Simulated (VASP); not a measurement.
# Arsenene and its bilayer, part 2 of 2

Aim: relax arsenene, place its levels against the vacuum, then find how two sheets stack and bind.

VASP 6.6.1, plane waves and PAW; the level of theory is named at each step.

So far. Step 12 (A rigid stacking): Energy at zero smearing: -19.74457 eV.

## 13. Relaxing the bilayer (continued)

Step by step:

```tsv
step	energy less that of the first step (eV)	largest force (eV/Å)
1	0.0000	0.0558
2	-0.0003	0.0399
3	-0.0008	0.0857
4	-0.0011	0.1805
5	-0.0012	0.1811
6	-0.0014	0.1818
7	-0.0017	0.1839
8	-0.0024	0.1881
9	-0.0036	0.1958
10	-0.0058	0.2125
11	-0.0089	0.2413
12	-0.0131	0.0324
13	-0.0132	0.0497
14	-0.0134	0.0459
15	-0.0138	0.0578
16	-0.0141	0.0930
17	-0.0143	0.0682
18	-0.0145	0.0125
```

The atoms that moved most (Å):

```tsv
atom	dx	dy	dz	length
As1	0.000	0.000	0.159	0.159
As4	0.000	0.000	-0.157	0.157
As3	0.000	0.000	-0.156	0.156
As2	0.000	0.000	0.154	0.154
```

Final coordinates:

```xyz
4
Lattice="3.5728 0.0000 0.0000 -1.7864 3.0941 0.0000 0.0000 0.0000 22.9101" Properties=species:S:1:pos:R:3
As    0.0000    2.0627    8.6595
As    1.7864    1.0314   10.0586
As   -1.7864    3.0941   12.8488
As    1.7864    1.0314   14.2534
```

This step gave:

```
electronic cycles              : 150
free energy (TOTEN)            : -19.76 eV
Fermi energy                   : -1.137 eV
dipole moment                  : 0, 0, -0.008147 e·Å
gap on the k-mesh              : 0.5372 eV
least direct gap on the k-mesh : 1.500 eV
```

The run ended after 18 ionic steps, 0.015 eV below its first step, once the forces on the free atoms met EDIFFG = -0.015.

## 14. Levels and bands of the bilayer

The same static run as for one sheet shows what the neighbour does to the levels.

INCAR

```
SYSTEM = As
PREC = Normal
ENCUT = 350
EDIFF = 1E-06
NELM = 120
ISMEAR = 0
SIGMA = 0.03
LREAL = .FALSE.
ALGO = Fast
GGA = PE
IVDW = 12
NBANDS = 16
LORBIT = 11
LWAVE = .FALSE.
LCHARG = .FALSE.
KPAR = 4
IDIPOL = 3
LDIPOL = .TRUE.
DIPOL = 0.5 0.5 0.5
LVHAR = .TRUE.
LVACPOTAV = .TRUE.
NEDOS = 1500
```

POSCAR

```
As
1.0
    3.5727533889      0.0000000000      0.0000000000
   -1.7863766944      3.0940951963      0.0000000000
    0.0000000000      0.0000000000     22.9100918648
As
4
Direct
    0.3333333300      0.6666666700      0.3779764059
    0.6666666700      0.3333333300      0.4390456766
    0.0000000000      0.0000000000      0.5608337467
    0.6666666700      0.3333333300      0.6221441707
```

KPOINTS

```
Automatic mesh
0
Gamma
12 12 1
0 0 0
```

KPOINTS_OPT

```
Line mode
14
Line-mode
Reciprocal
  0.00000000   0.00000000   0.00000000 GAMMA
  0.50000000   0.00000000   0.00000000 M

  0.50000000   0.00000000   0.00000000 M
  0.33333333   0.33333333   0.00000000 K

  0.33333333   0.33333333   0.00000000 K
  0.00000000   0.00000000   0.00000000 GAMMA
```

PAW data sets: As (PBE family, release 64).

Command:

```console
$ mpirun -np 4 vasp_std
```

Run time: 17 s. Hardware: 4 MPI ranks of Intel Xeon 6975P-C (Granite Rapids), shared host; peak memory 0.87 GiB.

Numbers from this step:

```
electronic cycles                                 : 21
Fermi energy                                      : -1.189 eV
least gap on mesh and path                        : 0.517 eV
least direct gap on mesh and path                 : 1.5 eV
dipole moment                                     : 0, 0, -0.008323 e·Å
vacuum levels                                     : 3.267, 3.403 eV
ionisation potentials of the upper and lower face : 4.581, 4.717 eV
electron affinities of the upper and lower face   : 4.064, 4.200 eV
```

The electronic bands at the labelled points (eV, zero at the valence-band top; v1 is the highest filled band, c1 the lowest empty one):

```tsv
point	v4	v3	v2	v1	c1	c2	c3	c4
Γ	-0.74	-0.58	-0.58	-0.23	1.27	2.22	2.69	2.69
0.46 of the way	-1.86	-1.66	-1.62	-0.57	1.03	1.65	3.37	3.58
M	-2.73	-2.58	-2.47	-2.07	0.98	1.21	2.46	2.97
0.46 of the way	-3.59	-3.14	-2.43	-2.05	1.63	1.83	2.52	3.13
K	-3.43	-2.95	-2.75	-2.24	0.97	1.28	3.17	4.04
0.54 of the way	-2.83	-2.65	-1.54	-0.57	1.94	2.28	2.87	3.04
Γ	-0.74	-0.58	-0.58	-0.23	1.27	2.22	2.69	2.69
```

The planar average of the electrostatic potential oscillates, so the rows of the table below give means over windows of 1 Å about each position, cut where the curve ends. Its maxima inside the range that stand out by 2 % of the span (Å: eV): 9.3: -7.80, 11.5: 2.78, 13.6: -7.82. Its minima: 8.9: -9.01, 9.8: -9.01, 13.2: -9.10, 14.0: -9.10.

Zero at the Fermi level. Planar average of the electrostatic potential against height; means over each step:

```tsv
height (Å)	planar average of the electrostatic potential (eV)
0	4.57
1	4.59
2	4.59
3	4.59
4	4.59
5	4.59
6	4.55
7	3.98
8	-2.65
9	-8.43
10	-8.29
11	0.0405
12	-0.918
13	-8.49
14	-8.50
15	-1.81
16	3.97
17	4.42
18	4.45
19	4.46
20	4.46
21	4.46
22	4.46
```

Density of states in the PAW spheres, an atom over height of the layer and energy from the Fermi level.

Ten even steps from '0' (0.000 states/eV) to '9' (0.538 states/eV), each cell a mean:
```
0000
0100
1111
2211
3322
8777
9878
6778
6677
6565
4444
4555
4433
4454
3455
0000
0000
0000
0000
0000
1111
2222
```
Columns: height of the layer (Å) from 8.7 to 14.3 (not evenly spaced); rows upwards: energy from the Fermi level (eV) from -7.9 to 0.5.

The map of layer states is cut here 0.5 eV above the Fermi level, so it leaves out the states above that.

The vacuum level lies 4.58 eV above the highest filled level at the upper face; the two faces differ by 0.14 eV, the step that the slab's dipole of -0.008 e·Å makes.

The program found no field-free point at its default tolerance, but its printed level agrees with the flat part of the planar average.

## 15. Putting the energies together

This step: monolayer and bilayer, PBE + D3(BJ); plane waves and PAW (VASP 6.6.1).

No new run; the numbers come from the runs before.

This step gave:

- polarisability per area of the slab or monolayer: 0.3192 Å
- gap with spin orbit: 1.385 eV
- binding energy: -23.76 meV/Å²
- interlayer gap: 2.790 Å
- bilayer gap: 0.517 eV
- bilayer level below vacuum: 4.581 eV
- lattice a: 3.573 Å
- lattice b: 3.573 Å
- thickness: 1.405 Å
- monolayer gap: 1.508 eV
- ionisation potential at the upper face: 5.251 eV

VASP counts both for electrons: a positive EFIELD is a field along -c, and a positive dipole, in electrons times A, points along -c. Field, by row:

```tsv
EFIELD (eV/Å)	dipole along z of the monolayer (e Å)	energy change of the monolayer (eV)
-0.1	-0.02451	-0.001228
0	0	0
0.1	0.02451	-0.001228
```

Rigid sheets, 3.1 Å apart. Stackings, by row:

```tsv
stacking	energy above the lowest (meV/Å²)
turned by 180 degrees, shift 0.33 0.67	0
same orientation, shift 0.00 0.00	0.552
same orientation, shift 0.67 0.33	2.327
same orientation, shift 0.33 0.67	21.85
turned by 180 degrees, shift 0.00 0.00	25.61
```

The polarisability is the slope of the dipole against the field, as a volume for each unit of area.

## 16. Summary of results

- lattice a: 3.57 Å
- monolayer gap: 1.51 eV
- gap with spin orbit: 1.39 eV
- binding energy: -23.8 meV/Å²
- interlayer gap: 2.79 Å
- bilayer gap: 0.517 eV
- polarisability per area of the slab or monolayer: 0.319 Å

What this shows: The monolayer relaxes to a = 3.573 Å and has a gap of 1.51 eV (1.39 eV with spin-orbit coupling). The ionisation potential is 5.25 eV at both faces. Of 5 rigid stackings the lowest has the upper sheet turned by 180 degrees and shifted by (0.33, 0.67) in cell vectors, and the highest lies 25.6 meV/Å² above it. Relaxed, the sheets lie 2.79 Å apart and bind by 23.8 meV/Å². The next stacking lies close, and only the lowest was relaxed, so the order could change. The second sheet narrows the gap, to 0.52 eV. All runs are without spin polarisation. The bilayer keeps the monolayer's lattice, and only high-symmetry stackings were tried. Semilocal gaps are too small. Levels against the vacuum, binding and the bilayer's gap are without spin-orbit coupling.

[Lines on the potential files, build, host, timing and source positions are cut from VASP's logs without a mark.]

[Logs are printed without paths, hosts, clocks, repeated set-up lines and the standing remarks that a program may print on its own settings, such as how far it seeks lower states.]

[Hosts, paths, dates, database ids (printed as entryN), source tags and the programs' standing remarks are cut or masked in the printed files.]

[Runs that stopped without an error message from VASP are left out.]
